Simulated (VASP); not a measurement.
Input:

```
Tc3N
1.0
    2.79779     0.00000     0.00000
   -1.39889     2.42296     0.00000
    0.00000     0.00000     7.03934
Tc N
3 1
Direct
  0.00000   0.00000   0.50000
  0.66667   0.33333   0.80333
  0.66667   0.33333   0.19667
  0.00000   0.00000   0.00000
```

All values below come from PBEsol GGA, VASP's PBE PAW potentials (set 64) (plane waves; VASP 6.6.1). Numerical set-up: 400 eV cut-off, 14×14×5 Γ-centred mesh, Gaussian smearing of 0.050 eV, potentials Tc_pv N.

At this cut-off the stress carries a Pulay error, which pulls relaxed volumes low. Energy and stress use the plane-wave basis of the starting cell.

Task: The ions, cell shape and volume are relaxed. Predict the relaxed structure.

Result: 
```
Tc3N
1.0
    2.77414     0.00000     0.00000
   -1.38707     2.40247     0.00000
    0.00000     0.00000     6.98482
Tc N
3 1
Direct
  0.00000   0.00000   0.50000
  0.66667   0.33333   0.80378
  0.66667   0.33333   0.19622
  0.00000   0.00000   0.00000
```
Space group P-6m2 (187), at a tolerance of 0.03 Å.

Task: How do energy and volume change from the first to the last step?

Result: The energy (σ→0) changes by -8.7 meV/atom and the volume by -2.4 %, in 9 ionic steps.

The structure comes from a computed database's Tc3N entry (P-6m2); how it stands against other phases isn't given here. This run relaxes it. Symmetry was kept, so distortions that lower it aren't found. The run is one of a series of settings (EDIFFG = -0.01, IBRION = 2, ISIF = 3, NSW = 50 against the base run), some of them coarse on purpose. VASP warned that the highest band is occupied, so more bands are needed.
